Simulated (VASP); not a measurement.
Energy against volume of Fe (bcc). Calculation: optB86b-vdW, VASP's PBE PAW potentials (set 64) (plane waves; VASP). Run with 520 eV cut-off, 18×18×18 Γ-centred mesh, first-order Methfessel-Paxton smearing of 0.10 eV, potentials Fe.

```csv
V (Å³/atom),E (eV/atom)
10.356,-5.91210
10.687,-5.93602
11.018,-5.94407
11.348,-5.93929
```

Q: Fit these four points and predict the energy of the run at 11.679 Å³/atom.

A: A cubic in V^(−2/3), the third-order Birch-Murnaghan form, passes through the four points with V0 = 11.05 Å³/atom and B0 = 203 GPa, and gives -5.9241 eV/atom there. The run gave -5.9225 eV/atom, +1.6 meV/atom from the fit; all five points give B0 = 213 GPa.

The compound is Fe in the bcc structure. It was relaxed first, which changed the volume by -7 %.
